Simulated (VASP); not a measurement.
These are LDA (Ceperley-Alder, Perdew-Zunger), VASP's LDA PAW potentials (set 64) (plane waves; VASP) values and carry that method's errors.

VASP input:

### KPOINTS
```
kpoints
0
G
 7 7 11
0 0 0
```

File POSCAR:
```
CrO2
1
    4.3295818016     0.0000000000     0.0000000000
    0.0000000000     4.3295818016     0.0000000000
    0.0000000000     0.0000000000     2.8463656011
Cr O
2 4
Direct
  0.0000000000   1.0000000000   0.0000000000
  0.5000000000   0.5000000000   0.5000000000
  0.3025486216   0.3025486216   0.0000000000
  0.8025486216   0.1974513784   0.5000000000
  0.1974513784   0.8025486216   0.5000000000
  0.6974513784   0.6974513784   0.0000000000
```

INCAR:
```
NELM  =  100   ! most electronic steps
PREC  =  Accurate
LREAL  =  .FALSE.   ! projection in real space or not
SIGMA  =  0.1   ! width (eV)
ISIF  =  3   ! ions, shape and volume
EDIFFG  =  -0.02   ! ionic stop
EDIFF  =  1E-6   ! SCF stop (eV)
PSTRESS  =  100   ! kbar
LMAXMIX  =  4   ! l cut-off of mixed one-centre charges
ISMEAR  =  1   ! Methfessel-Paxton
ISPIN  =  2   ! spin-polarised
ENCUT  =  620
LORBIT  =  10
MAGMOM  =  2*2.0 4*-0.0
LCHARG  =  .FALSE.
NSW  =  40   ! most ionic steps
IBRION  =  2   ! conjugate gradients
ALGO  =  Normal   ! blocked Davidson
LASPH  =  .TRUE.   ! aspherical one-centre terms
LWAVE  =  .FALSE.
SYSTEM  =  CrO2
```

POTCAR, in this order: Cr_pv O (LDA.64 set). Program: vasp_std.

The resulting files:

File OSZICAR:
```
       N       E                     dE             d eps       ncg     rms          rms(c)
DAV:   1     0.662756675625E+03    0.66276E+03   -0.29757E+04  7200   0.208E+03
DAV:   2     0.101082646348E+02   -0.65265E+03   -0.61434E+03  7650   0.570E+02
DAV:   3    -0.687555010457E+02   -0.78864E+02   -0.76472E+02  8892   0.187E+02
DAV:   4    -0.709466620523E+02   -0.21912E+01   -0.20839E+01  8414   0.307E+01
DAV:   5    -0.710049427791E+02   -0.58281E-01   -0.58204E-01  9292   0.488E+00    0.393E+01
DAV:   6    -0.628751771563E+02    0.81298E+01   -0.14771E+02  8426   0.105E+02    0.341E+01
DAV:   7    -0.578184909048E+02    0.50567E+01   -0.89114E+01  8702   0.980E+01    0.171E+01
DAV:   8    -0.560831509496E+02    0.17353E+01   -0.59674E+00  7954   0.226E+01    0.705E+00
DAV:   9    -0.556716075961E+02    0.41154E+00   -0.19802E+00  9658   0.126E+01    0.203E+00
DAV:  10    -0.556767115648E+02   -0.51040E-02   -0.15041E-01  8004   0.340E+00    0.110E+00
DAV:  11    -0.556741397617E+02    0.25718E-02   -0.16007E-02  9596   0.103E+00    0.575E-01
DAV:  12    -0.556730254506E+02    0.11143E-02   -0.49471E-03  9718   0.643E-01    0.247E-01
DAV:  13    -0.556729791118E+02    0.46339E-04   -0.65556E-04  9420   0.236E-01    0.944E-02
DAV:  14    -0.556729639173E+02    0.15194E-04   -0.79124E-05  9134   0.676E-02    0.382E-02
DAV:  15    -0.556729567267E+02    0.71906E-05   -0.29535E-05  9624   0.472E-02    0.145E-02
DAV:  16    -0.556729565794E+02    0.14727E-06   -0.30905E-06  6348   0.109E-02
   1 F= -.52342744E+02 E0= -.52342487E+02  d E =-.523427E+02  mag=     4.0018
       N       E                     dE             d eps       ncg     rms          rms(c)
DAV:   1    -0.562347540910E+02   -0.56180E+00   -0.17840E+01  7248   0.466E+01    0.817E+00
DAV:   2    -0.556971209145E+02    0.53763E+00   -0.30634E+00  7266   0.197E+01    0.433E+00
DAV:   3    -0.555645037170E+02    0.13262E+00   -0.11569E+00  8894   0.104E+01    0.258E+00
DAV:   4    -0.555141598433E+02    0.50344E-01   -0.25849E-01  7556   0.535E+00    0.525E-01
DAV:   5    -0.555118959412E+02    0.22639E-02   -0.10715E-02  8102   0.840E-01    0.289E-01
DAV:   6    -0.555109914396E+02    0.90450E-03   -0.13351E-03  9320   0.289E-01    0.123E-01
DAV:   7    -0.555109761478E+02    0.15292E-04   -0.23385E-04  9098   0.101E-01    0.508E-02
DAV:   8    -0.555109778243E+02   -0.16765E-05   -0.26864E-05 10060   0.373E-02    0.307E-02
DAV:   9    -0.555109775203E+02    0.30402E-06   -0.50904E-06  8002   0.147E-02
   2 F= -.52317882E+02 E0= -.52317649E+02  d E =0.248617E-01  mag=     3.9880
       N       E                     dE             d eps       ncg     rms          rms(c)
DAV:   1    -0.559268560420E+02   -0.41588E+00   -0.71682E+00  7284   0.301E+01    0.517E+00
DAV:   2    -0.557522441174E+02    0.17461E+00   -0.17086E+00  7476   0.149E+01    0.343E+00
DAV:   3    -0.556505281731E+02    0.10172E+00   -0.55241E-01  8732   0.715E+00    0.145E+00
DAV:   4    -0.556363792096E+02    0.14149E-01   -0.89756E-02  7398   0.269E+00    0.353E-01
DAV:   5    -0.556351375316E+02    0.12417E-02   -0.54614E-03  8294   0.507E-01    0.193E-01
DAV:   6    -0.556348381526E+02    0.29938E-03   -0.54613E-04  8498   0.211E-01    0.892E-02
DAV:   7    -0.556347897354E+02    0.48417E-04   -0.22334E-04  8452   0.947E-02    0.288E-02
DAV:   8    -0.556347910424E+02   -0.13070E-05   -0.13718E-05 10344   0.208E-02    0.192E-02
DAV:   9    -0.556347908573E+02    0.18506E-06   -0.96316E-07  4842   0.675E-03
   3 F= -.52356404E+02 E0= -.52356188E+02  d E =-.136606E-01  mag=     4.0025
       N       E                     dE             d eps       ncg     rms          rms(c)
DAV:   1    -0.556338001075E+02    0.99093E-03   -0.98352E-04  7470   0.348E-01    0.602E-02
DAV:   2    -0.556337734360E+02    0.26672E-04   -0.21424E-04  7758   0.164E-01    0.381E-02
DAV:   3    -0.556337620344E+02    0.11402E-04   -0.75079E-05  9218   0.834E-02    0.178E-02
DAV:   4    -0.556337597416E+02    0.22928E-05   -0.13537E-05  7826   0.358E-02    0.388E-03
DAV:   5    -0.556337595959E+02    0.14569E-06   -0.54643E-07  4524   0.615E-03
   4 F= -.52356404E+02 E0= -.52356188E+02  d E =-.136604E-01  mag=     4.0025
       N       E                     dE             d eps       ncg     rms          rms(c)
DAV:   1    -0.556334524821E+02    0.30726E-03   -0.19925E-01  7248   0.320E+00    0.366E-01
DAV:   2    -0.556328619078E+02    0.59057E-03   -0.83465E-03  8658   0.846E-01    0.262E-01
DAV:   3    -0.556325483307E+02    0.31358E-03   -0.15766E-03  9288   0.402E-01    0.138E-01
DAV:   4    -0.556323947933E+02    0.15354E-03   -0.69004E-04  9032   0.232E-01    0.121E-01
DAV:   5    -0.556323913952E+02    0.33981E-05   -0.72413E-05  8324   0.781E-02    0.665E-02
DAV:   6    -0.556323837075E+02    0.76877E-05   -0.15130E-05  9886   0.265E-02    0.533E-02
DAV:   7    -0.556323830104E+02    0.69716E-06   -0.40542E-06  8314   0.152E-02
   5 F= -.52356800E+02 E0= -.52356571E+02  d E =-.396140E-03  mag=     4.0025
```

### OUTCAR
```
------------------------ aborting loop because EDIFF is reached ----------------------------------------
  FORCE on cell =-STRESS in cart. coord.  units (eV):
  Direction    XX          YY          ZZ          XY          YZ          ZX
  --------------------------------------------------------------------------------------
  Total        3.3038511      3.3038511      3.3083233      0.0000000      0.0000000      0.0000000
  in kB      100.8629992    100.8629992    100.9995308      0.0000000      0.0000000      0.0000000
  external PRESSURE =       0.9085098 kB  Pullay stress =     100.0000000 kB
  volume of cell :       52.48
      direct lattice vectors                 reciprocal lattice vectors
     4.302489479  0.000000000  0.000000000     0.232423578 -0.000000000  0.000000000
     0.000000000  4.302489479  0.000000000    -0.000000000  0.232423578  0.000000000
     0.000000000  0.000000000  2.835042226     0.000000000  0.000000000  0.352728432
 POSITION                                       TOTAL-FORCE (eV/Angst)
 -----------------------------------------------------------------------------------
      0.00000      0.00000      2.83504         0.000000      0.000000      0.000000
      2.15124      2.15124      1.41752         0.000000      0.000000      0.000000
      1.30013      1.30013      0.00000         0.011453      0.011453     -0.000000
      3.45138      0.85111      1.41752         0.011453     -0.011453      0.000000
      0.85111      3.45138      1.41752        -0.011453      0.011453     -0.000000
      3.00236      3.00236      0.00000        -0.011453     -0.011453      0.000000
 -----------------------------------------------------------------------------------
    total drift:                                0.000000      0.000000      0.000000
  FREE ENERGIE OF THE ION-ELECTRON SYSTEM (eV)
  ---------------------------------------------------
  free  energy   TOTEN  =       -55.6323830104 eV

  energy  without entropy=      -55.6316940614  energy(sigma->0) =      -55.63215336
  enthalpy is  TOTEN    =       -52.3568001995 eV   P V=        3.2755828109

 total charge

# of ion       s       p       d       tot
------------------------------------------
    1        0.392   6.553   4.187  11.132
    2        0.392   6.553   4.187  11.132
    3        1.560   3.491   0.000   5.052
    4        1.560   3.491   0.000   5.052
    5        1.560   3.491   0.000   5.052
    6        1.560   3.491   0.000   5.052
--------------------------------------------------
tot          7.024  27.071   8.375  42.470

 magnetization (x)

# of ion       s       p       d       tot
------------------------------------------
    1        0.025   0.030   1.913   1.968
    2        0.025   0.030   1.913   1.968
    3       -0.002  -0.015   0.000  -0.017
    4       -0.002  -0.015   0.000  -0.017
    5       -0.002  -0.015   0.000  -0.017
    6       -0.002  -0.015   0.000  -0.017
--------------------------------------------------
tot          0.043  -0.002   3.827   3.868

 reached required accuracy - stopping structural energy minimisation
```
(Selected blocks of OUTCAR.)

File CONTCAR:
```
CrO2
   1.00000000000000
     4.3024894793202355    0.0000000000000000    0.0000000000000000
     0.0000000000000000    4.3024894793202355    0.0000000000000000
     0.0000000000000000    0.0000000000000000    2.8350422256683423
  Cr              O
     2     4
Direct
     0.0000000000000000    0.0000000000000000    1.0000000000000000
     0.5000000000000000    0.5000000000000000    0.5000000000000000
     0.3021815632844965    0.3021815632844965    0.0000000000000000
     0.8021815632844963    0.1978184367155036    0.5000000000000000
     0.1978184367155036    0.8021815632844963    0.5000000000000000
     0.6978184367155037    0.6978184367155037    0.0000000000000000
```

The moments were started parallel, and other spin orders were not tried in this run.

The compound is CrO2 in the rutile structure. This run relaxes it under an external pressure of 10 GPa. Symmetry was kept, so distortions that lower it aren't found.
